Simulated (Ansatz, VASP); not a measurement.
# MoS2: VASP beside Ansatz, part 2 of 2

Aim: how closely do two programs agree when they are given the same cell, functional and k mesh?

VASP 6.6.1 and Ansatz 0.2.0.

So far. Step 3 (Ansatz: single point, PBE): The run ends at a pressure of 5.35 GPa, with forces up to 0.52 eV/Å. Step 6 (Ansatz: single point, r2SCAN): The run ends at a pressure of 4.18 GPa, with forces up to 0.36 eV/Å.

**8. VASP: single point, LDA**

Level of this step: LDA, no spin polarisation; plane waves and PAW (Mo_sv, S) (VASP).

With cell and atoms fixed, the geometry can't cause a difference; cores, projectors, grids and the points listed under the comparison can.

Contents of INCAR:

```
SYSTEM = MoS2
PREC = Accurate
ENCUT = 400
EDIFF = 1E-07
NELM = 100
ISMEAR = 0
SIGMA = 0.05
LREAL = .FALSE.
ALGO = Normal
GGA = CA
NBANDS = 40
LWAVE = .FALSE.
LCHARG = .FALSE.
KPAR = 4
LOPTICS = .TRUE.
NEDOS = 2000
CSHIFT = 0.15
```

Contents of POSCAR:

```
MoS2
1.0
    1.5800000000      0.9122134253      6.1500000000
   -1.5800000000      0.9122134253      6.1500000000
    0.0000000000     -1.8244268506      6.1500000000
Mo S
1 2
Direct
    0.0000000000      0.0000000000      0.0000000000
    0.4170000000      0.4170000000      0.4170000000
    0.2500000000      0.2500000000      0.2500000000
```

Contents of KPOINTS:

```
Automatic mesh
0
Gamma
12 12 12
0 0 0
```

Potentials, in the order of the species: Mo_sv and S (PBE family, release 64).

The run is started by

```sh
$ mpirun -np 4 vasp_std
```

Numbers of over 12 decimals in the logs are rounded to 6 here.

What it wrote:

```text
[banner, memory and clock lines left out]
running    4 mpi-ranks, on    1 nodes
[...]
[... a notice as in an earlier step ...]

 LDA part: xc-table for (Slater(with rela. corr.)+CA(PZ))
 , standard interpolation
 POSCAR, INCAR and KPOINTS ok, starting setup
[...]
entering main loop
       N       E                     dE             d eps       ncg     rms          rms(c)
DAV:   1     0.160462166215E+03    0.16046E+03   -0.10086E+04 15224   0.504E+02
DAV:   2    -0.209904680165E+02   -0.18145E+03   -0.17359E+03 18024   0.179E+02
DAV:   3    -0.260545860804E+02   -0.50641E+01   -0.50229E+01 18464   0.289E+01
DAV:   4    -0.260807721552E+02   -0.26186E-01   -0.26184E-01 17416   0.227E+00
[...]
DAV:  12    -0.245372112714E+02    0.32101E-05   -0.14151E-05 17568   0.141E-02    0.154E-02
DAV:  13    -0.245372108669E+02    0.40443E-06   -0.16586E-06 17856   0.475E-03    0.831E-03
DAV:  14    -0.245372109021E+02   -0.35169E-07   -0.59258E-08 14952   0.105E-03
   1 F= -.24537211E+02 E0= -.24537211E+02  d E =-.760866E-12
 optical routines
 imaginary and real dielectric function
 recalculating local potential from charge density
 direction            1
 direction            2
 direction            3
```

From OUTCAR (step 8):

```text
  Total       -0.9810560     -0.9810560     -0.1231216      0.0000000      0.0000000     -0.0000000
  in kB      -29.5545593    -29.5545593     -3.7090696      0.0000000      0.0000000     -0.0000000
  external PRESSURE =     -20.9393961 kB  Pullay stress =       0.0000000 kB

 POSITION                                       TOTAL-FORCE (eV/Angst)
 -----------------------------------------------------------------------------------
      0.00000      0.00000      0.00000         0.000000      0.000000      0.083766
      0.00000      0.00000      7.69365         0.000000     -0.000000      0.064381
      0.00000      0.00000      4.61250         0.000000      0.000000     -0.148147
 -----------------------------------------------------------------------------------
    total drift:                                0.000000     -0.000000      0.000078

  FREE ENERGIE OF THE ION-ELECTRON SYSTEM (eV)
  ---------------------------------------------------
  free  energy   TOTEN  =       -24.5372109021 eV

  energy  without entropy=      -24.5372109021  energy(sigma->0) =      -24.53721090

[... 2 parts as in an earlier step ...]

[... 1 further part left out ...]
[key lines of the parts left out:]
E-fermi :   7.6631
```

**9. Ansatz: single point, LDA**

The same cell, functional (in two slightly different forms), mesh and smearing now go to Ansatz, which takes its cutoff from its data sets.

Contents of input.yaml:

```yaml
crystal:
  lattice:
    - [1.58, 0.9122134253, 6.15]
    - [-1.58, 0.9122134253, 6.15]
    - [0.0, -1.8244268506, 6.15]
  atoms:
    - { symbol: Mo, position: [0.0, 0.0, 0.0] }
    - { symbol: S, position: [0.417, 0.417, 0.417] }
    - { symbol: S, position: [0.25, 0.25, 0.25] }
hamiltonian:
  xc: lda
  pseudopotentials: { kind: paw }
kpoints:
  mp_grid: { grid: [12, 12, 12] }
scf:
  occupations: { method: gaussian, width: 0.05 }
  n_extra_bands: 4
output:
  forces: true
  stress: true
  eigenvalues: true
```

The run is started by

```sh
$ ansatz run input.yaml --threads 2 --pin off --max-ram 4608MiB --backend cpu --events-out ev --progress --plain --runs-dir out
```

What it wrote:

```text
[...]
Crystal: 3 atoms, lattice volume = 53.184 Å³
Basis set: ecut = 420 eV, 1011 PW (Γ), FFT grids on a1−a3, a2−a3, a3
Bands: 17, of which v1, the nominal top of the filled ones, is band 13 counted from 1 (12 counted from 0)
Symmetry: 6 space group operations
[...]
k-points: 189 of 1728 (time reversal used)
[...]
--- Band table (eV; the first three rows and the last of 189) ---
  k-point 0: bands = [... 9 lower, 8.5041, 8.5041, 9.5953, 9.6489, 12.8593, 12.8593, 13.2966, 13.2966]
  k-point 1: bands = [... 9 lower, 8.1176, 8.3334, 9.5696, 9.8350, 12.7719, 12.9334, 13.0341, 13.1889]
  k-point 2: bands = [... 9 lower, 7.7960, 7.9340, 9.4926, 9.7490, 12.2872, 12.8958, 12.9096, 13.4666]
  k-point 188: bands = [... 9 lower, 7.3485, 8.5312, 8.5312, 10.8667, 12.9565, 12.9565, 13.1612, 13.1612]
[key lines of the parts left out:]
SCF converged after 9 iterations
Free energy (F): -6584.870437 eV
Fermi energy:    11.296044 eV
P = ⅓ Tr σ = -2.4262 GPa (-24.262 kbar)
```

The job ended after 8.9 s (2 threads of Arm Neoverse V2, shared host; peak memory 0.45 GiB; 17 s of CPU time).

The run ends at a pressure of -2.43 GPa, with forces up to 0.083 eV/Å.

**10. Side by side**

What differs besides the data sets and the points named for the pairs above, as far as they apply: the two LDA forms differ slightly; Ansatz makes its cores anew for this functional, VASP keeps those of its PBE data sets. Total energies have different zeros and are not compared.

The two programs side by side:

```
              quantity  Ansatz   VASP  difference
        pressure (GPa)   -2.43  -2.09       -0.33
gap on the k mesh (eV)   0.864  0.876      -0.012
```

Forces (eV/Å; atoms numbered as in POSCAR):

```
atom        Ansatz x, y, z          VASP x, y, z
 Mo1   0.000, 0.000, 0.083   0.000, 0.000, 0.084
  S2  0.000, 0.000, -0.002   0.000, 0.000, 0.064
  S3  0.000, 0.000, -0.081  0.000, 0.000, -0.148
```

The forces differ by 31 meV/Å r.m.s., which is 51.8 % of the r.m.s. force of 0.06 eV/Å (both taken over all components).

**11. What moves the difference**

The difference is large enough to ask for its cause, so further runs change the set-up of one program at a time, as the table lists.

```
                                                           run  r.m.s. force difference (meV/Å)
                                                      as above                               31
cores kept as stored, as VASP does, whose cores stay as stored                               23
                       Ansatz's larger PAW set (cutoff 640 eV)                               29
                   norm-conserving potentials (cutoff 1088 eV)                               27
```

**12. Summary of results**

```yaml
r_m_s_force_difference_single_point_pbe: 2.7 % of the r.m.s. force
r_m_s_force_difference_single_point_r2scan: 1.8 meV/Å
r_m_s_force_difference_single_point_lda: 31 meV/Å
```

In words: The r.m.s. force difference is 31 meV/Å (single point, LDA), beyond the 12 meV/Å picked in this series as the mark of a large difference. For single point, LDA: no further run halves the r.m.s. force difference; only Ansatz's side was varied, and Ansatz's runs with other potentials lie closer to each other than to VASP, which for this quantity points to VASP's side; this was not tested here. 2 further runs on this material are not shown. Differences of this kind measure data sets and numerical settings, not the functional's error against experiment.

[Lines on the potential files, build, host, timing and source positions are cut from VASP's logs without a mark.]

[Logs are printed without paths, hosts, clocks, repeated set-up lines and the standing remarks that a program may print on its own settings, such as how far it seeks lower states.]

[Hosts, paths, dates, database ids (printed as entryN), source tags and the programs' standing remarks are cut or masked in the printed files.]
